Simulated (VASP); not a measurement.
Here is the system:

```
BaHfO3
1.0
    4.13715     0.00000     0.00000
    0.00000     4.13715     0.00000
    0.00000     0.00000     4.13715
Ba Hf O
1 1 3
Direct
  0.00000   0.00000   0.00000
  0.50000   0.50000   0.50000
  0.50000   0.00000   0.50000
  0.00000   0.50000   0.50000
  0.50000   0.50000   0.00000
```

Computed with PBE GGA with D3 dispersion (Becke-Johnson damping), VASP's PBE PAW potentials (set 64) (plane waves; VASP). Run with 520 eV cut-off, 5×5×5 Γ-centred mesh, Gaussian smearing of 0.050 eV, potentials Ba_sv Hf_pv O.

**Question.** Give the stress tensor in GPa (positive for a compressed cell).

**Answer.** 
```
5.30  0.00  0.00
0.00  5.30  0.00
0.00  0.00  5.30
```
The pressure is its mean diagonal, 5.30 GPa.

The compound is BaHfO3 in the cubic perovskite structure. This cell is one point of a volume scan, at 0.97 of the reference volume.
